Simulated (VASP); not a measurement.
All values below come from LDA (Ceperley-Alder, Perdew-Zunger), VASP's LDA PAW potentials (set 64) (plane waves; VASP).

VASP input:

KPOINTS:
```
Regular mesh
0
gamma
  9 9 9
0 0 0
```

INCAR:
```
SYSTEM = AuAl2
PREC = Accurate; ENCUT = 500; LREAL = .FALSE.
LASPH = .TRUE.
EDIFF = 1E-6; NELM = 100; ALGO = Normal
LMAXMIX = 6
ISMEAR = 1; SIGMA = 0.1
IBRION = 2; NSW = 40; ISIF = 3
EDIFFG = -0.02; PSTRESS = 100
LWAVE = .FALSE.; LCHARG = .FALSE.
```

POSCAR:
```
AuAl2
1
    0.0000000000     2.9427420106     2.9427420106
    2.9427420106     0.0000000000     2.9427420106
    2.9427420106     2.9427420106     0.0000000000
Al Au
2 1
Direct
  0.2500000000   0.2500000000   0.2500000000
  0.7500000000   0.7500000000   0.7500000000
  0.0000000000   0.0000000000   0.0000000000
```

POTCAR, in this order: Al Au (LDA.64 set). Program: vasp_std.

Output of the run:

File OUTCAR:
```
 ion  position               nearest neighbor table
   1  0.250  0.250  0.250-   3 2.55   3 2.55   3 2.55   3 2.55   2 2.94   2 2.94   2 2.94   2 2.94
                             2 2.94   2 2.94
   2  0.750  0.750  0.750-   3 2.55   3 2.55   3 2.55   3 2.55   1 2.94   1 2.94   1 2.94   1 2.94
                             1 2.94   1 2.94
   3  0.000  0.000  0.000-   2 2.55   2 2.55   2 2.55   1 2.55   2 2.55   1 2.55   1 2.55   1 2.55
  LATTYP: Found a face centered cubic cell.
 ALAT       =     5.8854840212
 Subroutine PRICEL returns:
 Original cell was already a primitive cell.
 Subroutine GETGRP returns: Found 48 space group operations
The static configuration has the point symmetry O_h .
The dynamic configuration has the point symmetry O_h .
 Subroutine INISYM returns: Found 48 space group operations
 Subroutine IBZKPT returns following result:
 Found     35 irreducible k-points:

 Following reciprocal coordinates:
            Coordinates               Weight
  0.000000  0.000000  0.000000      1.000000
  0.111111  0.000000  0.000000      8.000000
  0.222222  0.000000  0.000000      8.000000
  0.333333  0.000000  0.000000      8.000000
  0.444444  0.000000  0.000000      8.000000
  0.111111  0.111111  0.000000      6.000000
...
```

OSZICAR:
```
       N       E                     dE             d eps       ncg     rms          rms(c)
DAV:   1     0.586377222974E+02    0.58638E+02   -0.71752E+03   856   0.115E+03
DAV:   2    -0.137484643532E+02   -0.72386E+02   -0.66781E+02   916   0.204E+02
DAV:   3    -0.156637708928E+02   -0.19153E+01   -0.18888E+01  1044   0.326E+01
DAV:   4    -0.156789996662E+02   -0.15229E-01   -0.15225E-01   972   0.337E+00
DAV:   5    -0.156791743661E+02   -0.17470E-03   -0.17469E-03  1076   0.376E-01    0.982E+00
DAV:   6    -0.143900304629E+02    0.12891E+01   -0.64848E+00   960   0.288E+01    0.396E+00
DAV:   7    -0.142981108174E+02    0.91920E-01   -0.27517E-01   920   0.622E+00    0.191E+00
DAV:   8    -0.142562085267E+02    0.41902E-01   -0.29044E-02   992   0.123E+00    0.408E-01
DAV:   9    -0.142547388329E+02    0.14697E-02   -0.29861E-03  1000   0.631E-01    0.213E-01
DAV:  10    -0.142547628483E+02   -0.24015E-04   -0.13822E-04   960   0.114E-01    0.394E-02
DAV:  11    -0.142547561954E+02    0.66528E-05   -0.68638E-06  1016   0.219E-02    0.123E-02
DAV:  12    -0.142547560777E+02    0.11775E-06   -0.69646E-07   548   0.942E-03
   1 F= -.11073666E+02 E0= -.11073644E+02  d E =-.110737E+02
       N       E                     dE             d eps       ncg     rms          rms(c)
DAV:   1    -0.150701891824E+02   -0.81543E+00   -0.15418E+01   960   0.457E+01    0.629E+00
DAV:   2    -0.140182141383E+02    0.10520E+01   -0.45820E+00   940   0.263E+01    0.140E+00
DAV:   3    -0.139961005966E+02    0.22114E-01   -0.11566E-01   892   0.375E+00    0.632E-01
DAV:   4    -0.139863538966E+02    0.97467E-02   -0.23466E-02   908   0.922E-01    0.175E-01
DAV:   5    -0.139861930239E+02    0.16087E-03   -0.19396E-03   964   0.529E-01    0.140E-01
DAV:   6    -0.139862950354E+02   -0.10201E-03   -0.25370E-04   920   0.143E-01    0.190E-02
DAV:   7    -0.139862895738E+02    0.54617E-05   -0.20554E-05   952   0.441E-02    0.452E-03
DAV:   8    -0.139862897239E+02   -0.15015E-06   -0.65863E-07   508   0.807E-03
   2 F= -.11044540E+02 E0= -.11044825E+02  d E =0.291256E-01
       N       E                     dE             d eps       ncg     rms          rms(c)
DAV:   1    -0.145355851040E+02   -0.54930E+00   -0.53349E+00   940   0.270E+01    0.410E+00
DAV:   2    -0.141888341420E+02    0.34675E+00   -0.12902E+00   928   0.142E+01    0.140E+00
DAV:   3    -0.141839657327E+02    0.48684E-02   -0.25605E-02   912   0.143E+00    0.880E-01
DAV:   4    -0.141807132249E+02    0.32525E-02   -0.91770E-03   876   0.594E-01    0.936E-02
DAV:   5    -0.141805324329E+02    0.18079E-03   -0.90404E-04   956   0.360E-01    0.605E-02
DAV:   6    -0.141805163125E+02    0.16120E-04   -0.69474E-05   924   0.780E-02    0.207E-02
DAV:   7    -0.141805175958E+02   -0.12833E-05   -0.23040E-06   804   0.164E-02    0.314E-03
DAV:   8    -0.141805175144E+02    0.81400E-07   -0.41280E-07   464   0.732E-03
   3 F= -.11100007E+02 E0= -.11100137E+02  d E =-.263407E-01
```

OUTCAR:
```
------------------------ aborting loop because EDIFF is reached ----------------------------------------
  FORCE on cell =-STRESS in cart. coord.  units (eV):
  Direction    XX          YY          ZZ          XY          YZ          ZX
  --------------------------------------------------------------------------------------
  Total        3.0610632      3.0610632      3.0610632      0.0000000      0.0000000      0.0000000
  in kB       99.3686880     99.3686880     99.3686880      0.0000000      0.0000000      0.0000000
  external PRESSURE =      -0.6313120 kB  Pullay stress =     100.0000000 kB
  volume of cell :       49.36
      direct lattice vectors                 reciprocal lattice vectors
    -0.000000000  2.911394861  2.911394861    -0.171738986  0.171738986  0.171738986
     2.911394861 -0.000000000  2.911394861     0.171738986 -0.171738986  0.171738986
     2.911394861  2.911394861  0.000000000     0.171738986  0.171738986 -0.171738986
 POSITION                                       TOTAL-FORCE (eV/Angst)
 -----------------------------------------------------------------------------------
      1.45570      1.45570      1.45570        -0.000000     -0.000000     -0.000000
      4.36709      4.36709      4.36709         0.000000      0.000000      0.000000
      0.00000      0.00000      0.00000        -0.000000      0.000000      0.000000
 -----------------------------------------------------------------------------------
    total drift:                                0.000000     -0.000000     -0.000000
  FREE ENERGIE OF THE ION-ELECTRON SYSTEM (eV)
  ---------------------------------------------------
  free  energy   TOTEN  =       -14.1805175144 eV

  energy  without entropy=      -14.1809071990  energy(sigma->0) =      -14.18064741
  enthalpy is  TOTEN    =       -11.1000066369 eV   P V=        3.0805108775

 reached required accuracy - stopping structural energy minimisation
```
(Selected blocks of OUTCAR.)

CONTCAR:
```
AuAl2
   1.00000000000000
    -0.0000000000000000    2.9113948613202125    2.9113948613202125
     2.9113948613202125   -0.0000000000000000    2.9113948613202125
     2.9113948613202125    2.9113948613202125    0.0000000000000000
  Al              Au
     2     1
Direct
     0.2500000000000000    0.2500000000000000    0.2500000000000000
     0.7500000000000000    0.7500000000000000    0.7500000000000000
     0.0000000000000000    0.0000000000000000    0.0000000000000000
```

Energy and stress use the plane-wave basis of the starting cell.

The compound is AuAl2 in the fluorite structure. This run relaxes it under an external pressure of 10 GPa. Symmetry was kept, so distortions that lower it aren't found. The electron count is odd and the run is not spin-polarised, which forces a metal.
